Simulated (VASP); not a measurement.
Calculation: PBEsol GGA, VASP's PBE PAW potentials (set 64) (plane waves; VASP).

A VASP calculation is set up with these files.

INCAR:
```
SYSTEM = GaN
PREC = Accurate; ENCUT = 650; LREAL = .False.
LASPH = .True.
EDIFF = 1E-7; NELM = 100; ALGO = Normal
LMAXMIX = 4
ISMEAR = 0; SIGMA = 0.05
GGA = PS
IBRION = 6; NSW = 1; ISIF = 3
POTIM = 0.015; NFREE = 2
LWAVE = .False.; LCHARG = .False.
```

### POSCAR
```
GaN
4.4953310
  0.0000000000   0.5000000519   0.5000000519
  0.5000000519   0.0000000000   0.5000000519
  0.5000000519   0.5000000519   0.0000000000
Ga N
1 1
Cartesian
  0.0000000000   0.0000000000   0.0000000000
  0.2500000259   0.2500000259   0.2500000259
```

KPOINTS:
```
Automatic mesh
0
Gamma
9 9 9
0 0 0
```

POTCAR, in this order: Ga_d N (PBE.64 set). Program: vasp_std.

The run wrote:

**OUTCAR**
```


 TOTAL ELASTIC MODULI (kBar)
 Direction    XX          YY          ZZ          XY          YZ          ZX
 --------------------------------------------------------------------------------
 XX        2706.6132   1462.0650   1462.0650     -0.0000     -0.0000      0.0000
 YY        1462.0650   2706.6132   1462.0650      0.0000     -0.0000      0.0000
 ZZ        1462.0650   1462.0650   2706.6132     -0.0000     -0.0000      0.0000
 XY          -0.0000      0.0000     -0.0000   1526.4762     -0.0000     -0.0000
 YZ          -0.0000     -0.0000     -0.0000     -0.0000   1526.4762     -0.0000
 ZX           0.0000      0.0000      0.0000     -0.0000     -0.0000   1526.4762
 --------------------------------------------------------------------------------
```
(Selected blocks of OUTCAR.)

The compound is GaN in the zinc blende structure, a metastable form; wurtzite is the usual one. It was relaxed first.
